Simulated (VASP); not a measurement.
These are PBEsol GGA, VASP's PBE PAW potentials (set 64) (plane waves; VASP 6.6.1) values and carry that method's errors.

The input files of a VASP run:

### KPOINTS
```
Regular mesh
0
Gamma
 9 9 5
0 0 0
```

**POSCAR**
```
Cl
1
    3.1174570000     0.0000000000     0.0000000000
   -1.5587290000     2.6997970000     0.0000000000
    0.0000000000     0.0000000000     5.0614850000
Cl
2
Direct
  0.3333330000   0.6666670000   0.2500000000
  0.6666670000   0.3333330000   0.7500000000
```

### INCAR
```
ALGO = Normal
EDIFF = 1E-6
EDIFFG = -0.01
ENCUT = 400
GGA = PS
IBRION = 2
ISIF = 3
ISMEAR = 0
LASPH = .TRUE.
LCHARG = .FALSE.
LREAL = .FALSE.
LWAVE = .FALSE.
NELM = 100
NSW = 60
PREC = Accurate
SIGMA = 0.05
SYSTEM = Cl
```

POTCAR, in this order: Cl (PBE.64 set). Program: vasp_std.

**Question.** What will the output report for the number of irreducible k-points (NKPTS), number of bands (NBANDS), largest plane-wave count, number of space-group operations, FFT grid (NGX, NGY, NGZ)?

**Answer.** 
The number of irreducible k-points (NKPTS) is 36, the number of bands (NBANDS) is 11 and the largest plane-wave count is 785. The number of space-group operations is 24 and the FFT grid (NGX, NGY, NGZ) comes out as 20 × 20 × 36.

The structure was generated: Cl was put into the hcp type (P6_3/mmc), which need not be its known phase. This run relaxes it. Symmetry was kept, so distortions that lower it aren't found. The k-mesh is coarse (spacing up to 0.33 per Å, 2π included), so the numbers may not be converged in it.
